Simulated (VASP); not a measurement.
Here is the system:

```yaml
crystal:
  lattice:
    - [0.00000, 2.83421, 2.83421]
    - [2.83421, 0.00000, 2.83421]
    - [2.83421, 2.83421, 0.00000]
  atoms:
    - { symbol: Al, position: [0.00000, 0.00000, 0.00000] }
    - { symbol: As, position: [0.25000, 0.25000, 0.25000] }
```

Calculation: PBE GGA with D4 dispersion, VASP's PBE PAW potentials (set 64) (plane waves; VASP). Settings: 520 eV cut-off, Gaussian smearing of 0.050 eV, potentials Al As.

### Question
Give the energies of bands 2 to 7 at the high-symmetry points, in eV from the valence-band maximum.

### Answer

```tsv
band	Γ	X	U	L	W
2	0.00	-5.42	-5.16	-5.55	-5.08
3	0.00	-2.17	-3.40	-0.82	-3.16
4	0.00	-2.17	-1.79	-0.82	-2.81
5	2.03	1.44	2.24	2.13	4.33
6	4.28	2.29	4.96	4.68	5.62
7	4.28	10.30	8.15	4.68	5.69
```

The gap is indirect, 1.44 eV, from the valence maximum at Γ to the conduction minimum at X.

Measured: gap 2.28 eV (computed value off by -0.84 eV), as given by Wei Chen et al., Physical Review Materials (2018), doi:10.1103/physrevmaterials.2.073803 [zero-point renormalisation of 0.04 eV added back (the table's ZPR column)].

The compound is AlAs in the zinc blende structure. It was relaxed first.
